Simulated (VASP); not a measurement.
Given:

```xyz
2
Lattice="3.3687 0.0000 0.0000 -1.6844 2.9174 0.0000 0.0000 0.0000 15.6476" Properties=species:S:1:pos:R:3 pbc="T T T"
B      1.6844     0.9725     7.8238
As     0.0000     1.9449     7.8238
```

Method: r2SCAN meta-GGA, VASP's PBE PAW potentials (set 64) (plane waves; VASP). Numerical set-up: 520 eV cut-off, 10×10×1 Γ-centred mesh, tetrahedra with Blöchl corrections, potentials B As.

The cell holds a wide vacuum, so values per volume refer to the whole cell.

### Question
Give the energies of bands 2 to 7 at the high-symmetry points, in eV from the valence-band maximum.

### Answer

```tsv
band	Γ	M	K
2	-4.15	-8.70	-8.40
3	-1.56	-3.77	-6.28
4	-1.56	-1.07	0.00
5	4.07	1.68	0.98
6	4.47	2.87	6.88
7	5.17	8.12	7.23
```

The gap is direct, 0.98 eV, from the valence maximum at K to the conduction minimum at K.

The cell is a sheet with vacuum, built from a generated structure.
